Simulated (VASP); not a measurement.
# LiH2RhC: single point with PBE

Crystal: LiH2RhC.

```xyz
5
Lattice="3.5476 0.0000 0.0000 0.0000 3.5476 0.0000 0.0000 0.0000 3.8022" Properties=species:S:1:pos:R:3 pbc="T T T"
Li    1.7738    1.7738    1.9011
H     1.7738    0.0000    0.0000
H     0.0000    1.7738    0.0000
Rh    0.0000    0.0000    0.0000
C     0.0000    0.0000    1.9011
```

The cell was built by a generator and needn't be a form met in nature.

| Quantity | Value |
| --- | --- |
| Program | VASP 6.6.1 |
| Task | single point |
| Functional | PBE |
| Potentials or basis | VASP PAW PBE potentials, release 64 (Li_sv, H, Rh_pv, C) |
| Cutoff | 520 eV |
| k mesh | 10 × 10 × 10 |
| Occupations | gaussian, width 0.1 eV |
| Spin | no spin polarisation |

```
Band gap on the k mesh : none (metal or under the smearing width)
```

Levels at points of the mesh, in eV from the Fermi level:
| k point | band 9 | band 10 | band 11 | band 12 | band 13 | band 14 | band 15 | band 16 |
| --- | --- | --- | --- | --- | --- | --- | --- | --- |
| (0.00, 0.00, 0.00) | -2.68 | -2.02 | -1.18 | -0.81 | -0.81 | 3.41 | 6.16 | 7.02 |
| (0.50, 0.00, 0.00) | -2.63 | -2.55 | -1.80 | -0.63 | -0.26 | 0.23 | 4.46 | 6.99 |
| (0.50, 0.50, 0.00) | -3.14 | -3.14 | -2.21 | -0.95 | -0.27 | 0.35 | 0.35 | 5.03 |
| (0.00, 0.00, 0.50) | -4.37 | -4.37 | -1.98 | 2.75 | 2.75 | 4.81 | 6.66 | 7.90 |
| (0.50, 0.00, 0.50) | -4.24 | -4.21 | -2.46 | -1.16 | 1.76 | 3.04 | 5.79 | 6.48 |
| (0.50, 0.50, 0.50) | -3.47 | -3.36 | -3.36 | -2.19 | 1.03 | 1.73 | 1.73 | 5.35 |

Wall time 3.5 min on 1 thread of Intel(R) Xeon(R) Platinum 8175M CPU @ 2.50GHz (Skylake/Cascade Lake), with other jobs on the host, peak memory 0.25 GiB.
